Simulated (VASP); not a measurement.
# Pm3Hf (Pm-3m) in VASP: reference runs

Aim: a first look at Pm3Hf with PBE, on the cell as given.

Program: VASP 6.6.1. These are calculated values, not measurements. Logs are shortened: lines on timing, memory, paths and dates and some standing lists are left out, and cuts for length are marked.

**1. The crystal as given**

Symmetry: Pm-3m, No. 221, cubic system. Conventional cell: a = 4.973 Å, b = 4.973 Å, c = 4.973 Å, α = 90.00°, β = 90.00°, γ = 90.00°. Hf (site symmetry m-3m) has 12 Pm at 3.52 Å as nearest neighbours. Pm (site symmetry 4/mmm) is surrounded by 4 Hf at 3.52 Å and 8 Pm at 3.52 Å.

The cell comes from a database or a generator and needn't be the stable form of this composition.

**2. Single point, PBE, collinear spin, ferromagnetic start**

INCAR reads:

```
SYSTEM = Pm3Hf
PREC     = Accurate       ! precision mode
ENCUT    = 520            ! plane-wave cutoff, eV
EDIFF    = 1E-7           ! SCF threshold, eV
ISMEAR   = -1             ! smearing method
SIGMA    = 0.05           ! smearing width, eV
LREAL    = .FALSE.        ! projectors in reciprocal space
LASPH    = .TRUE.         ! aspherical terms in the spheres
NELM     = 100            ! most SCF steps
ALGO     = Normal         ! electronic algorithm
ISIF     = 2              ! what is computed and relaxed
LWAVE    = .FALSE.        ! write WAVECAR
LCHARG   = .TRUE.         ! write CHGCAR
ISPIN    = 2              ! spin polarisation
MAGMOM   = 0 4 4 4        ! initial moments
LORBIT   = 11             ! projections on sites
LMAXMIX  = 6              ! l up to which the mixer works
GGA      = PE             ! functional
LELF     = .TRUE.         ! ELF
LVHAR    = .TRUE.       
NBANDS   = 40             ! bands
```

KPOINTS reads:

```
regular mesh
0
G
  6 6 6
  0 0 0
```

POSCAR reads:

```
Pm3Hf
1.0
    4.9726360000      0.0000000000      0.0000000000
    0.0000000000      4.9726360000      0.0000000000
    0.0000000000      0.0000000000      4.9726360000
Hf Pm
1 3
Direct
    0.0000000000      0.0000000000      0.0000000000
    0.5000000000      0.5000000000      0.0000000000
    0.0000000000      0.5000000000      0.5000000000
    0.5000000000      0.0000000000      0.5000000000
```

Potentials or basis: VASP PAW PBE potentials, release 64 (Hf_pv, Pm).

Started as:

```bash
cat potpaw_PBE.64/Hf_pv/POTCAR potpaw_PBE.64/Pm/POTCAR > POTCAR
mpirun -np 1 vasp_std > vasp.out
```

OUTCAR:

```text
SYSTEM = Pm3Hf
   PREC = Accurate
   ENCUT = 520
   EDIFF = 1E-7
   ISMEAR = -1
   LREAL = .FALSE.
   LASPH = .TRUE.
   NELM = 100
   ISIF = 2
   ISPIN = 2
   LORBIT = 11
   GGA = PE

 ion  position               nearest neighbor table
   1  0.000  0.000  0.000-   2 3.52   3 3.52   4 3.52   3 3.52   4 3.52   2 3.52   3 3.52   3 3.52
                             2 3.52   4 3.52   4 3.52   2 3.52
   2  0.500  0.500  0.000-   1 3.52   3 3.52   4 3.52   3 3.52   4 3.52   1 3.52   4 3.52   4 3.52
                             1 3.52   3 3.52   3 3.52   1 3.52
   3  0.000  0.500  0.500-   1 3.52   2 3.52   4 3.52   1 3.52   2 3.52   1 3.52   4 3.52   1 3.52
                             2 3.52   4 3.52   2 3.52   4 3.52
   4  0.500  0.000  0.500-   1 3.52   2 3.52   3 3.52   1 3.52   2 3.52   2 3.52   3 3.52   2 3.52
                             1 3.52   3 3.52   1 3.52   3 3.52

  LATTYP: Found a simple cubic cell.
 ALAT       =     4.9726360000

  Lattice vectors:

 A1 = (   4.9726360000,   0.0000000000,   0.0000000000)
 A2 = (   0.0000000000,   4.9726360000,   0.0000000000)
 A3 = (   0.0000000000,   0.0000000000,   4.9726360000)

Analysis of symmetry for initial positions (statically):
=====================================================================
 Subroutine PRICEL returns:
 Original cell was already a primitive cell.

 Routine SETGRP: Setting up the symmetry group for a
 simple cubic supercell.

 Subroutine GETGRP returns: Found 48 space group operations
 (whereof 48 operations were pure point group operations)
 out of a pool of 48 trial point group operations.

The static configuration has the point symmetry O_h .

Analysis of symmetry for dynamics (positions and initial velocities):
=====================================================================
 Subroutine PRICEL returns:
 Original cell was already a primitive cell.

 Routine SETGRP: Setting up the symmetry group for a
 simple cubic supercell.

 Subroutine GETGRP returns: Found 48 space group operations
 (whereof 48 operations were pure point group operations)
 out of a pool of 48 trial point group operations.

The dynamic configuration has the point symmetry O_h .

Analysis of structural, dynamic, and magnetic symmetry:
=====================================================================
 Subroutine PRICEL returns:
 Original cell was already a primitive cell.

 Routine SETGRP: Setting up the symmetry group for a
 simple cubic supercell.

 Subroutine GETGRP returns: Found 48 space group operations
 (whereof 48 operations were pure point group operations)
 out of a pool of 48 trial point group operations.

The overall configuration has the point symmetry O_h .

 Subroutine INISYM returns: Found 48 space group operations
 (whereof 48 operations are pure point group operations),
 and found     1 'primitive' translations

----------------------------------------------------------------------------------------

                                     Primitive cell

  volume of cell :     122.9589

  direct lattice vectors                    reciprocal lattice vectors
     4.972636000  0.000000000  0.000000000     0.201100583  0.000000000  0.000000000
     0.000000000  4.972636000  0.000000000     0.000000000  0.201100583  0.000000000
     0.000000000  0.000000000  4.972636000     0.000000000  0.000000000  0.201100583

  length of vectors
     4.972636000  4.972636000  4.972636000     0.201100583  0.201100583  0.201100583

  position of ions in fractional coordinates (direct lattice)
     0.000000000  0.000000000  0.000000000
     0.500000000  0.500000000  0.000000000
     0.000000000  0.500000000  0.500000000
     0.500000000  0.000000000  0.500000000

  ion indices of the primitive-cell ions
   primitive index   ion index
                 1           1
                 2           2
                 3           3
                 4           4

----------------------------------------------------------------------------------------

 KPOINTS: regular mesh

Automatic generation of k-mesh.
 Grid dimensions read from file:
 generate k-points for:    6    6    6

 Generating k-lattice:

  Cartesian coordinates                     Fractional coordinates (reciprocal lattice)
     0.033516764  0.000000000  0.000000000     0.166666667  0.000000000  0.000000000
     0.000000000  0.033516764  0.000000000     0.000000000  0.166666667  0.000000000
     0.000000000  0.000000000  0.033516764     0.000000000  0.000000000  0.166666667

  Length of vectors
     0.033516764  0.033516764  0.033516764

  Shift w.r.t. Gamma in fractional coordinates (k-lattice)
     0.000000000  0.000000000  0.000000000

 Subroutine IBZKPT returns following result:
 ===========================================

 Found     20 irreducible k-points:

 Following reciprocal coordinates:
            Coordinates               Weight
  0.000000  0.000000  0.000000      1.000000
  0.166667  0.000000  0.000000      6.000000
  0.333333  0.000000  0.000000      6.000000
  0.500000  0.000000  0.000000      3.000000
  0.166667  0.166667  0.000000     12.000000
  0.333333  0.166667  0.000000     24.000000
[... 12 lines left out ...]
  0.500000  0.500000  0.333333      6.000000
  0.500000  0.500000  0.500000      1.000000
   k-points           NKPTS =     20   k-points in BZ     NKDIM =     20   number of bands    NBANDS=     40
   number of dos      NEDOS =    301   number of ions     NIONS =      4
   total plane-waves  NPLWV =  64000
   dimension x,y,z NGX =    40 NGY =   40 NGZ =   40
   dimension x,y,z NGXF=    80 NGYF=   80 NGZF=   80
   ions per type =               1   3
   NGX,Y,Z   is equivalent  to a cutoff of  13.37, 13.37, 13.37 a.u.
   NGXF,Y,Z  is equivalent  to a cutoff of  26.75, 26.75, 26.75 a.u.
 SYSTEM =  Pm3Hf
   PREC   = accura    normal or accurate (medium, high low for compatibility)
   ISTART =      0    job   : 0-new  1-cont  2-samecut
   ICHARG =      2    charge: 1-file 2-atom 10-const
   ISPIN  =      2    spin polarized calculation?
   LNONCOLLINEAR =      F non collinear calculations
   LSORBIT =      F    spin-orbit coupling
   LASPH  =      T    aspherical Exc in radial PAW
   ENCUT  =  520.0 eV  38.22 Ry    6.18 a.u.   9.25  9.25  9.25*2*pi/ulx,y,z
   NELM   =    100;   NELMIN=  2; NELMDL= -5     # of ELM steps
   EDIFF  = 0.1E-06   stopping-criterion for ELM
   LREAL  =      F    real-space projection
   EDIFFG = 0.1E-05   stopping-criterion for IOM
   NSW    =      0    number of steps for IOM
   IBRION =     -1    ionic relax: 0-MD 1-quasi-New 2-CG
   NFREE  =      0    steps in history (QN), initial steepest desc. (CG)
   ISIF   =      2    stress and relaxation
   ISYM   =      2    0-nonsym 1-usesym 2-fastsym
   POTIM  = 0.5000    time-step for ionic-motion
   TEBEG  =    0.0;   TEEND  =   0.0 temperature during run
   PSTRESS=    0.0 pullay stress
   NELECT =      55.0000    total number of electrons
   NUPDOWN=      -1.0000    fix difference up-down
   EMIN   =  10.00;   EMAX   =-10.00  energy-range for DOS
   EFERMI =   0.00;   METHOD = LEGACY
   ISMEAR =    -1;   SIGMA  =   0.05  broadening in eV -4-tet -1-fermi 0-gaus
   EFERMI_NEDOS =   21; number of points for ismear=-14 and -15
   IALGO  =     38    algorithm
   IMIX   =      4    mixing-type and parameters
     AMIX     =   0.40;   BMIX     =  1.00
     AMIX_MAG =   1.60;   BMIX_MAG =  1.00
  volume/ion in A,a.u.               =      30.74       207.44
  Fermi-wavevector in a.u.,A,eV,Ry     =   1.252014  2.365963 21.327651  1.567538
  Thomas-Fermi vector in A             =   2.385934
   LORBIT       =     11    0 simple, 1 ext, 2 COOP (PROOUT), +10 PAW based schemes
   GGA     = PE    functional components
   LHFCALC =     F    Hartree Fock is set to
   AEXX    =    0.0000 exact exchange contribution
   IVDW    =     0    specifies the selected vdW correction
   LEPSILON=     F    determine dielectric tensor
   LRPA    =     F    only Hartree local field effects (RPA)
 spin polarized calculation
  energy-cutoff  :      520.00
  volume of cell :      122.96
 maximum number of plane-waves:      3362
 NGX is ok and might be reduce to    40
   NGX = 19   NGY = 19   NGZ = 19

 number of electron      55.0000005 magnetization      15.9271275

 Free energy of the ion-electron system (eV)
  ---------------------------------------------------
  ext. energy  EPLUGINS =         0.00000000
  ---------------------------------------------------
  free energy    TOTEN  =       -32.40306498 eV

  energy without entropy =      -32.25267968  energy(sigma->0) =      -32.32787233

 E-fermi :   5.7425     XC(G=0): -10.2055

 val. band max:        5.7360761992   @ k =   0.5000   0.5000   0.0000
 cond. band min:       5.7439679210   @ k =   0.5000   0.5000   0.1667
 fundamental gap:      0.0078917217
 Fermi energy:         5.7424533602

 spin component 1

 k-point     1 :       0.0000    0.0000    0.0000
  band No.  band energies     occupation
      1     -32.8208      1.00000
      2     -32.6434      1.00000
      3     -32.6433      1.00000
      4     -25.4823      1.00000
      5     -25.4823      1.00000
      6     -25.4823      1.00000
[... 31 lines left out ...]
     38       5.7854      0.29756
     39       5.9202      0.02779

 k-point     2 :       0.1667    0.0000    0.0000
  band No.  band energies     occupation
      1     -32.8105      1.00000
      2     -32.6540      1.00000
      3     -32.6432      1.00000
      4     -25.4822      1.00000
      5     -25.4822      1.00000
      6     -25.4821      1.00000
[... 745 lines left out ...]
     38       5.8773      0.06318
     39       6.0365      0.00278

 k-point    20 :       0.5000    0.5000    0.5000
  band No.  band energies     occupation
      1     -32.7014      1.00000
      2     -32.7014      1.00000
      3     -32.7014      1.00000
      4     -25.4847      1.00000
      5     -25.4847      1.00000
      6     -25.4847      1.00000
[... 31 lines left out ...]
     38       5.9081      0.03510
     39       6.0536      0.00198
 Fermi energy:         5.7424533602

 spin component 2

 k-point     1 :       0.0000    0.0000    0.0000
  band No.  band energies     occupation
      1     -30.6896      1.00000
      2     -30.4881      1.00000
      3     -30.4880      1.00000
      4     -25.3174      1.00000
      5     -25.3174      1.00000
      6     -25.3174      1.00000
[... 31 lines left out ...]
     38       8.8600      0.00000
     39       8.8600      0.00000

 k-point     2 :       0.1667    0.0000    0.0000
  band No.  band energies     occupation
      1     -30.6780      1.00000
      2     -30.5001      1.00000
      3     -30.4879      1.00000
      4     -25.3173      1.00000
      5     -25.3173      1.00000
      6     -25.3171      1.00000
[... 745 lines left out ...]
     38       8.8400      0.00000
     39       8.8539      0.00000

 k-point    20 :       0.5000    0.5000    0.5000
  band No.  band energies     occupation
      1     -30.5538      1.00000
      2     -30.5538      1.00000
      3     -30.5538      1.00000
      4     -25.3197      1.00000
      5     -25.3197      1.00000
      6     -25.3197      1.00000
[... 31 lines left out ...]
     38       8.8837      0.00000
     39       8.9020      0.00000
 [bands above 39 left out]

------------------------ aborting loop because EDIFF is reached ----------------------------------------

  FORCE on cell =-STRESS in cart. coord.  units (eV):
  Direction    XX          YY          ZZ          XY          YZ          ZX
  --------------------------------------------------------------------------------------
  -------------------------------------------------------------------------------------
  Total       -0.5264584     -0.5264584     -0.5264584     -0.0000000     -0.0000000      0.0000000
  in kB       -6.8598503     -6.8598503     -6.8598503     -0.0000000     -0.0000000      0.0000000
  external PRESSURE =      -6.8598503 kB  Pullay stress =       0.0000000 kB

 VOLUME and BASIS-vectors are now :
 -----------------------------------------------------------------------------
  energy-cutoff  :      520.00
  volume of cell :      122.96
      direct lattice vectors                 reciprocal lattice vectors
     4.972636000  0.000000000  0.000000000     0.201100583  0.000000000  0.000000000
     0.000000000  4.972636000  0.000000000     0.000000000  0.201100583  0.000000000
     0.000000000  0.000000000  4.972636000     0.000000000  0.000000000  0.201100583

 POSITION                                       TOTAL-FORCE (eV/Angst)
 -----------------------------------------------------------------------------------
      0.00000      0.00000      0.00000         0.000000      0.000000      0.000000
      2.48632      2.48632      0.00000         0.000000      0.000000      0.000000
      0.00000      2.48632      2.48632         0.000000      0.000000      0.000000
      2.48632      0.00000      2.48632         0.000000      0.000000      0.000000
 -----------------------------------------------------------------------------------
    total drift:                               -0.000000     -0.000000     -0.000000

  FREE ENERGIE OF THE ION-ELECTRON SYSTEM (eV)
  ---------------------------------------------------
  free  energy   TOTEN  =       -32.4030649753 eV

  energy  without entropy=      -32.2526796834  energy(sigma->0) =      -32.32787233

 total charge

# of ion       s       p       d       f       tot
--------------------------------------------------
    1        0.423   6.196   1.404   0.000   8.024
    2        2.051   5.490   0.540   4.347  12.427
    3        2.051   5.490   0.540   4.347  12.427
    4        2.051   5.490   0.540   4.347  12.427
--------------------------------------------------
tot          6.575  22.666   3.023  13.041  45.305

 magnetization (x)

# of ion       s       p       d       f       tot
--------------------------------------------------
    1       -0.005   0.095   0.271   0.000   0.361
    2       -0.005   0.035   0.176   4.322   4.528
    3       -0.005   0.035   0.176   4.322   4.528
    4       -0.005   0.035   0.176   4.322   4.528
--------------------------------------------------
tot         -0.020   0.200   0.800  12.966  13.946
```

Wall time 12 min (1 thread of Intel Xeon Platinum 8375C at 2.90GHz (Ice Lake), shared host); peak memory 0.4 GiB.

Results:

```
Free energy                                           : -32.4031 eV
Pressure                                              : -0.7 GPa
Band gap on the k mesh                                : none (metal or under the smearing width)
Net moment                                            : 15.93 μB per cell
Site moments                                          : Hf +0.36; Pm +4.53 μB
Valence electrons inside the program's atomic spheres : Hf 8.02; Pm 12.43
```

Levels at points of the mesh, in eV from the Fermi level:
Spin up:
| k point | band 31 | band 32 | band 33 | band 34 | band 35 | band 36 | band 37 | band 38 | band 39 | band 40 |
| --- | --- | --- | --- | --- | --- | --- | --- | --- | --- | --- |
| (0.00, 0.00, 0.00) | -0.33 | -0.17 | -0.17 | -0.17 | -0.05 | 0.04 | 0.04 | 0.04 | 0.18 | 0.18 |
| (0.50, 0.00, 0.00) | -0.40 | -0.28 | -0.28 | -0.22 | -0.22 | 0.09 | 0.09 | 0.15 | 0.18 | 0.37 |
| (0.50, 0.50, 0.00) | -0.38 | -0.32 | -0.31 | -0.23 | -0.23 | -0.01 | 0.11 | 0.11 | 0.11 | 0.29 |
| (0.50, 0.50, 0.50) | -0.17 | -0.16 | 0.04 | 0.04 | 0.04 | 0.17 | 0.17 | 0.17 | 0.31 | 0.31 |
Spin down:
| k point | band 16 | band 17 | band 18 | band 19 | band 20 | band 21 | band 22 | band 23 |
| --- | --- | --- | --- | --- | --- | --- | --- | --- |
| (0.00, 0.00, 0.00) | -4.28 | -1.71 | -1.57 | -1.57 | -0.70 | -0.70 | -0.70 | 2.31 |
| (0.50, 0.00, 0.00) | -2.59 | -1.67 | -0.44 | -0.34 | 0.01 | 0.78 | 0.85 | 0.85 |
| (0.50, 0.50, 0.00) | -1.78 | -0.35 | -0.35 | -0.15 | 0.43 | 0.47 | 0.75 | 0.75 |
| (0.50, 0.50, 0.50) | -2.77 | -1.21 | -1.21 | -1.21 | 1.33 | 1.33 | 1.81 | 1.81 |

Caveat: the magnetic or orbital state may not be the lowest; without U or exact exchange the open f shell lies at the Fermi level, which spoils levels, moments and volumes. Spin-orbit coupling is left out, which matters for the levels of Hf, Pm.
